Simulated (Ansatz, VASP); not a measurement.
**Cross-check of Ba2IBrF2 between VASP and Ansatz**

Wanted: the spread between two codes on one cell, functional and k mesh. The cell is taken from a series of runs on this material, whose earlier steps may have relaxed, scaled, displaced or heated it; both programs get it as it stands.

Program: Ansatz 0.2.0. Level of theory: plane waves, with VASP 6.6.1 beside it; dielectric response at PBEsol. Results are calculated unless marked as measured.

## (1) The structure

It takes space group P4mm (No. 99, tetragonal). Conventional cell: a = 4.623 Å, b = 4.623 Å, c = 7.991 Å, α = 90.00°, β = 90.00°, γ = 90.00°. Nearest to Ba lie 4 F at 2.70 Å and 4 I at 3.59 Å and 2 Br at 3.89 to 4.10 Å. Ba has 4 F at 2.73 Å and 4 Br at 3.50 Å and 2 I at 3.65 to 4.35 Å and 4 Ba at 4.34 Å nearest. Nearest to I lie 6 Ba at 3.59 to 4.35 Å. Br has 6 Ba at 3.50 to 4.10 Å and 4 F at 3.55 Å nearest. Nearest to F lie 4 Ba at 2.70 to 2.73 Å. Farther neighbours and most contacts between anions are not listed.

## (2) VASP: dielectric response, PBEsol

The response to a field tests empty states and converges slowly with the mesh.

Lines of VASP's logs that name or quote its potential files are left out, and so is its time.

Input file INCAR:

```
SYSTEM = Ba2IBrF2
PREC = Accurate
ENCUT = 520
EDIFF = 1E-08
NELM = 120
ISMEAR = 0
SIGMA = 0.01
LREAL = .FALSE.
ALGO = Normal
GGA = PS
NBANDS = 30
LORBIT = 11
LWAVE = .FALSE.
LCHARG = .FALSE.
ISIF = 2
LEPSILON = .TRUE.
LASPH = .TRUE.
GGA_COMPAT = .FALSE.
KPAR = 2
```

Input file POSCAR:

```
Ba2IBrF2
1.0
    4.6233640000      0.0000000000      0.0000000000
    0.0000000000      4.6233640000      0.0000000000
    0.0000000000      0.0000000000      7.9913860000
Ba I Br F
2 1 1 2
Direct
    0.5000000000      0.5000000000      0.8273960000
    0.0000000000      0.0000000000      0.1851910000
    0.0000000000      0.0000000000      0.6413870000
    0.5000000000      0.5000000000      0.3400980000
    0.5000000000      0.0000000000      0.0029640000
    0.0000000000      0.5000000000      0.0029640000
```

Input file KPOINTS:

```
Automatic mesh
0
Gamma
6 6 4
0 0 0
```

PAW data sets: Ba_sv, I, Br and F (PBE family, release 64).

Run with:

```
mpirun -np 2 vasp_std
```

Numbers of over 12 decimals in the logs are rounded to 6 here.

Output:

```text
[banner, memory and clock lines left out]
running    2 mpi-ranks, on    1 nodes
 distrk:  each k-point on    1 cores,    2 groups
 distr:  one band on    1 cores,    1 groups

 POSCAR found type information on POSCAR BaI BrF
 POSCAR found :  4 types and       6 ions
|                                                                             |
|               ----> ADVICE to this user running VASP <----                  |
|                                                                             |
|     You enforced a specific xc type in the INCAR file but a different       |
|     [... a line on the potential file left out ...]
|     I HOPE YOU KNOW WHAT YOU ARE DOING!                                     |
|                                                                             |

 LDA part: xc-table for (Slater+PW92), standard interpolation
 POSCAR, INCAR and KPOINTS ok, starting setup
 FFT: planning ... GRIDC
 FFT: planning ... GRID_SOFT
 FFT: planning ... GRID
 WAVECAR not read
 entering main loop
       N       E                     dE             d eps       ncg     rms          rms(c)
DAV:   1     0.364322876841E+03    0.36432E+03   -0.22170E+04  1800   0.141E+03
DAV:   2    -0.236114841854E+01   -0.36668E+03   -0.35655E+03  2444   0.284E+02
DAV:   3    -0.305023099537E+02   -0.28141E+02   -0.28035E+02  2200   0.891E+01
DAV:   4    -0.315354612558E+02   -0.10332E+01   -0.10322E+01  2832   0.141E+01
DAV:   5    -0.315446444141E+02   -0.91832E-02   -0.91821E-02  2094   0.152E+00    0.869E+00
DAV:   6    -0.297124207110E+02    0.18322E+01   -0.82499E+00  2112   0.165E+01    0.454E+00
DAV:   7    -0.296808681544E+02    0.31553E-01   -0.78680E-01  2394   0.463E+00    0.249E+00
DAV:   8    -0.296497699502E+02    0.31098E-01   -0.13888E-01  2156   0.241E+00    0.543E-01
DAV:   9    -0.296480839464E+02    0.16860E-02   -0.39263E-02  2360   0.107E+00    0.185E-01
DAV:  10    -0.296492281211E+02   -0.11442E-02   -0.43290E-03  2214   0.358E-01    0.106E-01
DAV:  11    -0.296494377266E+02   -0.20961E-03   -0.39438E-04  2384   0.994E-02    0.409E-02
DAV:  12    -0.296494824166E+02   -0.44690E-04   -0.28093E-04  2130   0.962E-02    0.247E-02
DAV:  13    -0.296494765267E+02    0.58899E-05   -0.65735E-05  2154   0.460E-02    0.712E-03
DAV:  14    -0.296494774804E+02   -0.95376E-06   -0.73553E-06  2228   0.122E-02    0.315E-03
DAV:  15    -0.296494775528E+02   -0.72374E-07   -0.32091E-07  2336   0.275E-03    0.218E-03
DAV:  16    -0.296494774995E+02    0.53301E-07   -0.71529E-08  2136   0.132E-03    0.633E-04
DAV:  17    -0.296494774941E+02    0.53765E-08   -0.25602E-08  1696   0.848E-04
   1 F= -.29649477E+02 E0= -.29649477E+02  d E =-.142151E-75
 Linear response reoptimize wavefunctions to high precision
DAV:   1    -0.296494774946E+02   -0.42792E-09   -0.26495E-09  1404   0.262E-04
DAV:   2    -0.296494774945E+02    0.84583E-10   -0.61475E-10  1410   0.123E-04
 Linear response G [H, r] |phi>, progress :
  Direction:   1
       N       E                     dE             d eps       ncg     rms
RMM:   1    -0.179042367432E+03   -0.17904E+03    0.78684E+02  3865   0.114E+02
RMM:   2    -0.180738223655E+03   -0.16959E+01   -0.37380E+01  3497   0.222E+01
RMM:   3    -0.181798165221E+03   -0.10599E+01   -0.48943E+00  3977   0.625E+00
RMM:   4    -0.181942020666E+03   -0.14386E+00   -0.43783E-01  4101   0.179E+00
RMM:   5    -0.181956971079E+03   -0.14950E-01   -0.11122E-01  4154   0.672E-01
RMM:   6    -0.181958485239E+03   -0.15142E-02   -0.67751E-03  4286   0.236E-01
RMM:   7    -0.181958860656E+03   -0.37542E-03   -0.65738E-03  4462   0.101E-01
RMM:   8    -0.181958783064E+03    0.77591E-04    0.25603E-03  4440   0.382E-02
RMM:   9    -0.181958755018E+03    0.28046E-04   -0.52265E-04  4392   0.191E-02
RMM:  10    -0.181958754603E+03    0.41483E-06    0.10679E-03  4274   0.114E-02
RMM:  11    -0.181958754878E+03   -0.27471E-06   -0.15177E-04  4090   0.854E-03
RMM:  12    -0.181958752245E+03    0.26327E-05    0.10278E-04  3939   0.750E-03
RMM:  13    -0.181958752462E+03   -0.21720E-06    0.18557E-05  3849   0.706E-03
RMM:  14    -0.181958752239E+03    0.22309E-06    0.94746E-05  3848   0.689E-03
RMM:  15    -0.181958751890E+03    0.34967E-06    0.25533E-04  3838   0.682E-03
 Linear response G [H, r] |phi>, progress :
  Direction:   2
       N       E                     dE             d eps       ncg     rms
RMM:   1    -0.187059973443E+03   -0.18706E+03    0.74439E+02  3835   0.113E+02
RMM:   2    -0.188903166838E+03   -0.18432E+01   -0.34964E+01  3361   0.215E+01
RMM:   3    -0.189898430286E+03   -0.99526E+00   -0.50592E+00  3846   0.594E+00
RMM:   4    -0.190035988366E+03   -0.13756E+00   -0.40834E-01  3940   0.166E+00
RMM:   5    -0.190052655627E+03   -0.16667E-01   -0.93472E-02  3982   0.623E-01
RMM:   6    -0.190055568797E+03   -0.29132E-02   -0.64757E-03  4153   0.218E-01
[...]
RMM:  12    -0.185813590103E+03   -0.30778E-06   -0.10696E-05  3897   0.747E-03
RMM:  13    -0.185813590138E+03   -0.34725E-07    0.50605E-05  3845   0.699E-03
RMM:  14    -0.185813590175E+03   -0.36444E-07    0.41654E-05  3737   0.682E-03
RMM:  15    -0.185813590287E+03   -0.11215E-06    0.89690E-06  3768   0.674E-03
RMM:  16    -0.185813589886E+03    0.40110E-06    0.47308E-05  3783   0.671E-03
 Linear response to external field (no local field effect), progress :
  Direction:   1
[...]
dielectric tensor                  component  2 :    -0.024     4.144     0.010
 Linear response to external field (no local field effect), progress :
  Direction:   3
       N       E                     dE             d eps       ncg     rms          rms(c)
RMM:   1    -0.125642194129E+01   -0.12564E+01   -0.34920E+00  3698   0.401E+00
RMM:   2    -0.127340760912E+01   -0.16986E-01   -0.16636E-01  3906   0.103E+00
RMM:   3    -0.127972606523E+01   -0.63185E-02   -0.16615E-02  4057   0.292E-01
RMM:   4    -0.128043823311E+01   -0.71217E-03   -0.23431E-03  4107   0.101E-01
RMM:   5    -0.128052918312E+01   -0.90950E-04   -0.59865E-04  4057   0.417E-02
RMM:   6    -0.128054706219E+01   -0.17879E-04   -0.62977E-05  4138   0.149E-02
RMM:   7    -0.128054956013E+01   -0.24979E-05   -0.44526E-05  4022   0.693E-03
RMM:   8    -0.128055003287E+01   -0.47274E-06   -0.52289E-05  3914   0.267E-03
RMM:   9    -0.128055010418E+01   -0.71307E-07   -0.28590E-06  3792   0.141E-03
RMM:  10    -0.128055013078E+01   -0.26601E-07   -0.10715E-05  3537   0.798E-04
RMM:  11    -0.128055013320E+01   -0.24213E-08   -0.11952E-06  3152   0.603E-04
RMM:  12    -0.128055013462E+01   -0.14187E-08   -0.12651E-06  2882   0.514E-04
RMM:  13    -0.128055013533E+01   -0.71651E-09   -0.19516E-07  2774   0.486E-04
RMM:  14    -0.128055013521E+01    0.12490E-09   -0.26399E-07  2710   0.476E-04
RMM:  15    -0.128055013544E+01   -0.22939E-09   -0.48828E-07  2688   0.472E-04
 change of polarisation eV/A/(eV/A) component  3 :    -0.007     0.009     2.561
 dielectric tensor                  component  3 :    -0.007     0.010     3.713
 Linear response to external field, progress :
  Direction:   1
       N       E                     dE             d eps       ncg     rms          rms(c)
RMM:   1    -0.130574487925E+01   -0.13057E+01   -0.38146E+00  6908   0.412E+00
RMM:   2    -0.132201107190E+01   -0.16266E-01   -0.19241E-01  7483   0.108E+00    0.229E+00
RMM:   3    -0.122542443813E+01    0.96587E-01   -0.17618E-01  6138   0.141E+00    0.115E+00
RMM:   4    -0.126948265949E+01   -0.44058E-01   -0.16285E-01  5969   0.133E+00    0.288E-01
RMM:   5    -0.130634009053E+01   -0.36857E-01   -0.12653E-02  7314   0.400E-01    0.495E-02
RMM:   6    -0.131043449800E+01   -0.40944E-02   -0.13621E-03  7334   0.990E-02    0.308E-02
RMM:   7    -0.131177450118E+01   -0.13400E-02   -0.16397E-04  7562   0.359E-02    0.716E-03
RMM:   8    -0.131183677803E+01   -0.62277E-04   -0.67665E-05  7554   0.140E-02    0.133E-03
RMM:   9    -0.131188743296E+01   -0.50655E-04   -0.44827E-05  8118   0.501E-03    0.928E-04
RMM:  10    -0.131194793777E+01   -0.60505E-04   -0.13967E-05  7642   0.245E-03    0.317E-04
RMM:  11    -0.131193527758E+01    0.12660E-04   -0.76241E-06  7958   0.124E-03    0.608E-05
RMM:  12    -0.131193615646E+01   -0.87888E-06   -0.28067E-06  7475   0.722E-04    0.553E-05
RMM:  13    -0.131193854703E+01   -0.23906E-05   -0.18600E-06  6835   0.581E-04    0.373E-05
RMM:  14    -0.131193630192E+01    0.22451E-05   -0.12017E-06  5762   0.513E-04    0.955E-06
 change of polarisation eV/A/(eV/A) component  1 :     2.366    -0.009     0.000
 dielectric tensor                  component  1 :     3.507    -0.010     0.000
 Linear response to external field, progress :
  Direction:   2
       N       E                     dE             d eps       ncg     rms          rms(c)
RMM:   1    -0.130574673724E+01   -0.13057E+01   -0.38146E+00  6908   0.412E+00
RMM:   2    -0.132201299844E+01   -0.16266E-01   -0.19240E-01  7480   0.108E+00    0.229E+00
RMM:   3    -0.122542589496E+01    0.96587E-01   -0.17615E-01  6135   0.141E+00    0.115E+00
RMM:   4    -0.126948810405E+01   -0.44062E-01   -0.16287E-01  5971   0.133E+00    0.288E-01
RMM:   5    -0.130634063103E+01   -0.36853E-01   -0.12647E-02  7316   0.400E-01    0.494E-02
RMM:   6    -0.131043862364E+01   -0.40980E-02   -0.13608E-03  7334   0.990E-02    0.308E-02
RMM:   7    -0.131177797393E+01   -0.13394E-02   -0.12603E-04  7569   0.358E-02    0.715E-03
RMM:   8    -0.131183951521E+01   -0.61541E-04   -0.68264E-05  7546   0.140E-02    0.133E-03
RMM:   9    -0.131189098999E+01   -0.51475E-04   -0.56027E-05  8119   0.502E-03    0.921E-04
RMM:  10    -0.131194748467E+01   -0.56495E-04   -0.12675E-05  7673   0.242E-03    0.307E-04
RMM:  11    -0.131193893104E+01    0.85536E-05   -0.99835E-06  7987   0.121E-03    0.522E-05
RMM:  12    -0.131193887009E+01    0.60956E-07   -0.24918E-06  7418   0.697E-04    0.523E-05
RMM:  13    -0.131194113541E+01   -0.22653E-05   -0.19251E-06  6858   0.565E-04    0.376E-05
RMM:  14    -0.131193878282E+01    0.23526E-05   -0.10379E-06  5852   0.497E-04    0.926E-06
 change of polarisation eV/A/(eV/A) component  2 :    -0.019     2.366    -0.000
 dielectric tensor                  component  2 :    -0.020     3.507    -0.000
 Linear response to external field, progress :
  Direction:   3
       N       E                     dE             d eps       ncg     rms          rms(c)
RMM:   1    -0.125642194129E+01   -0.12564E+01   -0.34920E+00  3698   0.401E+00
RMM:   2    -0.127340766585E+01   -0.16986E-01   -0.16636E-01  3909   0.103E+00    0.243E+00
RMM:   3    -0.115955549634E+01    0.11385E+00   -0.20413E-01  3139   0.147E+00    0.120E+00
RMM:   4    -0.119315857508E+01   -0.33603E-01   -0.20502E-01  3185   0.140E+00    0.323E-01
RMM:   5    -0.122318331282E+01   -0.30025E-01   -0.16253E-02  3717   0.426E-01    0.758E-02
RMM:   6    -0.122790536504E+01   -0.47221E-02   -0.17828E-03  3982   0.119E-01    0.352E-02
RMM:   7    -0.123014373615E+01   -0.22384E-02   -0.69997E-05  3818   0.473E-02    0.151E-02
RMM:   8    -0.123036647396E+01   -0.22274E-03    0.23052E-05  3888   0.217E-02    0.591E-03
RMM:   9    -0.123038557393E+01   -0.19100E-04    0.32936E-05  4041   0.934E-03    0.230E-03
RMM:  10    -0.123040206837E+01   -0.16494E-04    0.62384E-05  4150   0.387E-03    0.935E-04
RMM:  11    -0.123039147031E+01    0.10598E-04   -0.19236E-05  4122   0.176E-03    0.264E-04
RMM:  12    -0.123038896691E+01    0.25034E-05   -0.14421E-05  4181   0.843E-04    0.773E-05
RMM:  13    -0.123038713001E+01    0.18369E-05   -0.41336E-06  3886   0.560E-04    0.403E-05
RMM:  14    -0.123038663812E+01    0.49189E-06   -0.11167E-05  3429   0.445E-04    0.161E-05
RMM:  15    -0.123038630874E+01    0.32938E-06   -0.12055E-05  3127   0.415E-04    0.691E-06
 change of polarisation eV/A/(eV/A) component  3 :    -0.007     0.009     2.225
 dielectric tensor                  component  3 :    -0.008     0.010     3.357
 Born effective charges drift removed
```

From OUTCAR (step 2):

```text
ion  position               nearest neighbor table
   1  0.500  0.500  0.827-   5 2.70   6 2.70   5 2.70   6 2.70   3 3.59   3 3.59   3 3.59   3 3.59
                             2 4.34   2 4.34   2 4.34   2 4.34
   2  0.000  0.000  0.185-   5 2.73   6 2.73   6 2.73   5 2.73   4 3.50   4 3.50   4 3.50   4 3.50
                             3 3.65   1 4.34   1 4.34   1 4.34   1 4.34
   3  0.000  0.000  0.641-   1 3.59   1 3.59   1 3.59   1 3.59   2 3.65
   4  0.500  0.500  0.340-   2 3.50   2 3.50   2 3.50   2 3.50
   5  0.500  0.000  0.003-   1 2.70   1 2.70   2 2.73   2 2.73
   6  0.000  0.500  0.003-   1 2.70   1 2.70   2 2.73   2 2.73

  LATTYP: Found a simple tetragonal cell.
 ALAT       =     4.6233640000
 C/A-ratio  =     1.7284786575

 Subroutine GETGRP returns: Found  8 space group operations
 (whereof  8 operations were pure point group operations)

The static configuration has the point symmetry C_4v.

 Found     30 irreducible k-points:

   k-points           NKPTS =     30   k-points in BZ     NKDIM =     30   number of bands    NBANDS=     30

   dimension x,y,z NGX =    36 NGY =   36 NGZ =   60
   dimension x,y,z NGXF=    72 NGYF=   72 NGZF=  120

   ENCUT  =  520.0 eV  38.22 Ry    6.18 a.u.   8.60  8.60 14.86*2*pi/ulx,y,z

   NELECT =      48.0000    total number of electrons

 k-points in reciprocal lattice and weights: Automatic mesh
   0.00000000  0.00000000  0.00000000       0.007
   0.16666667  0.00000000  0.00000000       0.028
   0.33333333  0.00000000  0.00000000       0.028
   0.50000000  0.00000000  0.00000000       0.014
   0.16666667  0.16666667  0.00000000       0.028
   0.33333333  0.16666667  0.00000000       0.056
   0.50000000  0.16666667  0.00000000       0.028
   0.33333333  0.33333333  0.00000000       0.028
   0.50000000  0.33333333  0.00000000       0.028
[...]
0.50000000  0.33333333  0.50000000       0.028
   0.50000000  0.50000000  0.50000000       0.007

 average (electrostatic) potential at core
       1 -37.0099       2 -37.0461       3 -93.0528       4 -62.8227       5 -76.9329
       6 -76.9329

  Total       -2.5198399     -2.5198399     -2.1551988      0.0000000      0.0000000      0.0000000
  in kB      -23.6344364    -23.6344364    -20.2143437      0.0000000      0.0000000      0.0000000
  external PRESSURE =     -22.4944055 kB  Pullay stress =       0.0000000 kB

  energy-cutoff  :      520.00
  volume of cell :      170.82
      direct lattice vectors                 reciprocal lattice vectors
     4.623364000  0.000000000  0.000000000     0.216292725  0.000000000  0.000000000
     0.000000000  4.623364000  0.000000000     0.000000000  0.216292725  0.000000000
     0.000000000  0.000000000  7.991386000     0.000000000  0.000000000  0.125134739

 POSITION                                       TOTAL-FORCE (eV/Angst)
 -----------------------------------------------------------------------------------
      2.31168      2.31168      6.61204         0.000000      0.000000      0.194128
      0.00000      0.00000      1.47993        -0.000000      0.000000     -0.087343
      0.00000      0.00000      5.12557         0.000000      0.000000      0.022479
      2.31168      2.31168      2.71785         0.000000     -0.000000     -0.134861
      2.31168      0.00000      0.02369         0.000000      0.000000      0.002799
      0.00000      2.31168      0.02369         0.000000     -0.000000      0.002799
 -----------------------------------------------------------------------------------
    total drift:                                0.000000      0.000000      0.000882

 MACROSCOPIC STATIC DIELECTRIC TENSOR (including local field effects in DFT)
 ------------------------------------------------------
           3.506758     0.000000     0.000000
           0.000000     3.506758     0.000000
           0.000000     0.000000     3.356794
 ------------------------------------------------------

 PIEZOELECTRIC TENSOR (including local field effects)  for field in x, y, z        (C/m^2)
          XX          YY          ZZ          XY          YZ          ZX
  --------------------------------------------------------------------------------
  x     0.00000     0.00000     0.00000     0.00000     0.00000     0.02151
  y    -0.00000     0.00000     0.00000     0.00000     0.02151     0.00000
  z     0.02160     0.02160    -0.05317     0.00000     0.00000     0.00000

 BORN EFFECTIVE CHARGES (including local field effects) (in |e|, cummulative output)
 ---------------------------------------------------------------------------------
 ion    1
    1     2.75444     0.00000    -0.00000
    2     0.00000     2.75444     0.00000
    3     0.00000     0.00000     2.65206
 ion    2
    1     2.70971     0.00000     0.00000
    2     0.00000     2.70971     0.00000
    3     0.00000    -0.00000     2.82259
 ion    3
    1    -1.20069     0.00000    -0.00000
    2     0.00000    -1.20069     0.00000
    3     0.00000     0.00000    -1.05639
 ion    4
    1    -1.39384     0.00000     0.00000
    2     0.00000    -1.39384     0.00000
    3     0.00000     0.00000    -1.13598
 ion    5
    1    -1.40283     0.00000     0.00000
    2     0.00000    -1.46678    -0.00000
    3     0.00000     0.00000    -1.64114
 ion    6
    1    -1.46678     0.00000     0.00000
    2     0.00000    -1.40283     0.00000
    3     0.00000     0.00000    -1.64114
```

Energies printed during the response cycles are not total energies of the cell. Harder data sets than Ba_sv exist (the GW ones), and pressures, volumes and forces can shift noticeably with them.

(Continued in part 2 of 2.)

[Lines on the potential files, build, host, timing and source positions are cut from VASP's logs without a mark.]

[Logs are printed without paths, hosts, clocks, repeated set-up lines and the standing remarks that a program may print on its own settings, such as how far it seeks lower states.]

[Hosts, paths, dates, database ids (printed as entryN), source tags and the programs' standing remarks are cut or masked in the printed files.]
